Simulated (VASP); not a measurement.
Output of a VASP run:

### OUTCAR
```
 ion  position               nearest neighbor table
   1  0.500  0.500  0.500-
   2  0.000  0.000  0.000-   3 3.21   4 3.21   5 3.21   5 3.21   4 3.21   3 3.21
   3  0.500  0.000  0.000-   2 3.21   2 3.21
   4  0.000  0.500  0.000-   2 3.21   2 3.21
   5  0.000  0.000  0.500-   2 3.21   2 3.21
  LATTYP: Found a simple cubic cell.
 ALAT       =     6.4132120000
 Subroutine PRICEL returns:
 Original cell was already a primitive cell.
 Subroutine GETGRP returns: Found 48 space group operations
The static configuration has the point symmetry O_h .
The dynamic configuration has the point symmetry O_h .
 Subroutine INISYM returns: Found 48 space group operations
 Subroutine IBZKPT returns following result:
 Found      4 irreducible k-points:

 Following reciprocal coordinates:
            Coordinates               Weight
  0.000000  0.000000  0.000000      1.000000
  0.333333  0.000000  0.000000      6.000000
  0.333333  0.333333  0.000000     12.000000
  0.333333  0.333333  0.333333      8.000000
   k-points           NKPTS =      4   k-points in BZ     NKDIM =      4   number of bands    NBANDS=     26
   number of dos      NEDOS =    301   number of ions     NIONS =      5
   total plane-waves  NPLWV = 110592
   dimension x,y,z NGX =    48 NGY =   48 NGZ =   48
   dimension x,y,z NGXF=    96 NGYF=   96 NGZF=   96
   ions per type =               1   1   3
   PREC   = accura    normal or accurate (medium, high low for compatibility)
   ISTART =      0    job   : 0-new  1-cont  2-samecut
   ICHARG =      2    charge: 1-file 2-atom 10-const
   ISPIN  =      1    spin polarized calculation?
   LNONCOLLINEAR =      F non collinear calculations
   LSORBIT =      F    spin-orbit coupling
   INIWAV =      1    electr: 0-lowe 1-rand  2-diag
   ENCUT  =  525.0 eV  38.59 Ry    6.21 a.u.  11.98 11.98 11.98*2*pi/ulx,y,z
   NELM   =    100;   NELMIN=  2; NELMDL= -5     # of ELM steps
   EDIFF  = 0.1E-05   stopping-criterion for ELM
   LREAL  =      F    real-space projection
   NLSPLINE    = F    spline interpolate recip. space projectors
   LMAXMIX     =    4 max onsite mixed and CHGCAR
   VOSKOWN=      0    Vosko Wilk Nusair interpolation
   EDIFFG = 0.1E-04   stopping-criterion for IOM
   NSW    =      0    number of steps for IOM
   NBLOCK =      1;   KBLOCK =      1    inner block; outer block
   IBRION =     -1    ionic relax: 0-MD 1-quasi-New 2-CG
   NFREE  =      0    steps in history (QN), initial steepest desc. (CG)
   ISIF   =      2    stress and relaxation
   ISYM   =      2    0-nonsym 1-usesym 2-fastsym
   TEIN   =    0.0    initial temperature
   TEBEG  =    0.0;   TEEND  =   0.0 temperature during run
   SMASS  =  -3.00    Nose mass-parameter (am)
   PSTRESS=    0.0 pullay stress
   NELECT =      44.0000    total number of electrons
   EFERMI =   0.00;   METHOD = LEGACY
   ISMEAR =    -1;   SIGMA  =   0.01  broadening in eV -4-tet -1-fermi 0-gaus
   IALGO  =     38    algorithm
   LDIAG  =      T    sub-space diagonalisation (order eigenvalues)
   IMIX   =      4    mixing-type and parameters
     AMIX     =   0.40;   BMIX     =  1.00
     AMIX_MAG =   1.60;   BMIX_MAG =  1.00
     AMIN     =   0.10
   GGA     = PE    functional components
   VOSKOWN =     0    Vosko Wilk Nusair interpolation
   LHFCALC =     F    Hartree Fock is set to
   LHFONE  =     F    Hartree Fock one center treatment
   AEXX    =    0.0000 exact exchange contribution
   IVDW    =     0    specifies the selected vdW correction
   LEPSILON=     F    determine dielectric tensor
   LRPA    =     F    only Hartree local field effects (RPA)
  energy-cutoff  :      525.00
  volume of cell :      263.77
      direct lattice vectors                 reciprocal lattice vectors
     6.413212000  0.000000000  0.000000000     0.155928106  0.000000000  0.000000000
     0.000000000  6.413212000  0.000000000     0.000000000  0.155928106  0.000000000
     0.000000000  0.000000000  6.413212000     0.000000000  0.000000000  0.155928106
 k-point     1 :   0.0000 0.0000 0.0000  plane waves:    7123
 k-point     2 :   0.3333 0.0000 0.0000  plane waves:    7176
 k-point     3 :   0.3333 0.3333 0.0000  plane waves:    7227
...
```

### OSZICAR
```
       N       E                     dE             d eps       ncg     rms          rms(c)
DAV:   1     0.353684719042E+03    0.35368E+03   -0.17823E+04   208   0.148E+03
DAV:   2     0.292262096555E+02   -0.32446E+03   -0.31789E+03   270   0.305E+02
DAV:   3    -0.126036893562E+02   -0.41830E+02   -0.41692E+02   230   0.123E+02
DAV:   4    -0.144415831849E+02   -0.18379E+01   -0.18369E+01   278   0.307E+01
DAV:   5    -0.144925997505E+02   -0.51017E-01   -0.51009E-01   308   0.464E+00    0.366E+00
DAV:   6    -0.141679361835E+02    0.32466E+00   -0.60725E-01   240   0.410E+00    0.242E+00
DAV:   7    -0.141374789319E+02    0.30457E-01   -0.33846E-01   240   0.243E+00    0.104E+00
DAV:   8    -0.141430448258E+02   -0.55659E-02   -0.49063E-02   228   0.150E+00    0.253E-01
DAV:   9    -0.141427196552E+02    0.32517E-03   -0.73695E-03   232   0.601E-01    0.103E-01
DAV:  10    -0.141427993859E+02   -0.79731E-04   -0.91930E-04   232   0.173E-01    0.551E-02
DAV:  11    -0.141428847375E+02   -0.85352E-04   -0.43475E-04   236   0.117E-01    0.298E-02
DAV:  12    -0.141428869842E+02   -0.22467E-05   -0.27888E-05   264   0.370E-02    0.217E-02
DAV:  13    -0.141428865033E+02    0.48097E-06   -0.14967E-06   174   0.834E-03
   1 F= -.14142887E+02 E0= -.14142887E+02  d E =-.197355E-10
```

File OUTCAR:
```
------------------------ aborting loop because EDIFF is reached ----------------------------------------
  FORCE on cell =-STRESS in cart. coord.  units (eV):
  Direction    XX          YY          ZZ          XY          YZ          ZX
  --------------------------------------------------------------------------------------
  Total       -1.8015895     -1.8015895     -1.8015895     -0.0000000      0.0000000      0.0000000
  in kB      -10.9430818    -10.9430818    -10.9430818     -0.0000000      0.0000000      0.0000000
  external PRESSURE =     -10.9430818 kB  Pullay stress =       0.0000000 kB
  volume of cell :      263.77
      direct lattice vectors                 reciprocal lattice vectors
     6.413212000  0.000000000  0.000000000     0.155928106  0.000000000  0.000000000
     0.000000000  6.413212000  0.000000000     0.000000000  0.155928106  0.000000000
     0.000000000  0.000000000  6.413212000     0.000000000  0.000000000  0.155928106
 POSITION                                       TOTAL-FORCE (eV/Angst)
 -----------------------------------------------------------------------------------
      3.20661      3.20661      3.20661         0.000000      0.000000      0.000000
      0.00000      0.00000      0.00000         0.000000      0.000000      0.000000
      3.20661      0.00000      0.00000         0.000000      0.000000      0.000000
      0.00000      3.20661      0.00000         0.000000      0.000000      0.000000
      0.00000      0.00000      3.20661         0.000000      0.000000      0.000000
 -----------------------------------------------------------------------------------
    total drift:                                0.000000     -0.000000      0.000000
  FREE ENERGIE OF THE ION-ELECTRON SYSTEM (eV)
  ---------------------------------------------------
  free  energy   TOTEN  =       -14.1428865033 eV

  energy  without entropy=      -14.1428865032  energy(sigma->0) =      -14.14288650
```
(Selected blocks of OUTCAR.)

**POSCAR**
```
CsSnI3
1
    6.4132120000     0.0000000000     0.0000000000
    0.0000000000     6.4132120000     0.0000000000
    0.0000000000     0.0000000000     6.4132120000
Cs Sn I
1 1 3
Direct
  0.5000000000   0.5000000000   0.5000000000
  0.0000000000   0.0000000000   0.0000000000
  0.5000000000   0.0000000000   0.0000000000
  0.0000000000   0.5000000000   0.0000000000
  0.0000000000   0.0000000000   0.5000000000
```

Task: Reconstruct the remaining input files.

Result: Several could match; the one computed here: the input of the run itself, PBE GGA, plane waves, VASP's PBE PAW potentials (set 64).

File KPOINTS:
```
kpoints
0
gamma
3 3 3
```

INCAR:
```
! general
SYSTEM   =  CsSnI3
PREC     =  Accurate
ENCUT    =  525   ! plane-wave cut-off (eV)
LREAL    =  .FALSE.   ! projection in real space or not
LASPH    =  .TRUE.

! electronic loop
EDIFF    =  1E-6
NELM     =  100
ALGO     =  Normal   ! blocked Davidson
LMAXMIX  =  4

! smearing
ISMEAR   =  -1
SIGMA    =  0.01

! functional
GGA      =  PE

! ions
ISIF     =  2   ! forces and stress, cell fixed

! output
LWAVE    =  .FALSE.
LCHARG   =  .FALSE.
```

POTCAR, in this order: Cs_sv Sn_d I (PBE.64 set). Program: vasp_std.

The structure comes from a computed database's CsSnI3 entry; how it stands against other phases isn't given here. The cell was not relaxed at this level. The run is one of a series of settings (ENCUT = 525 against the base run), some of them coarse on purpose.
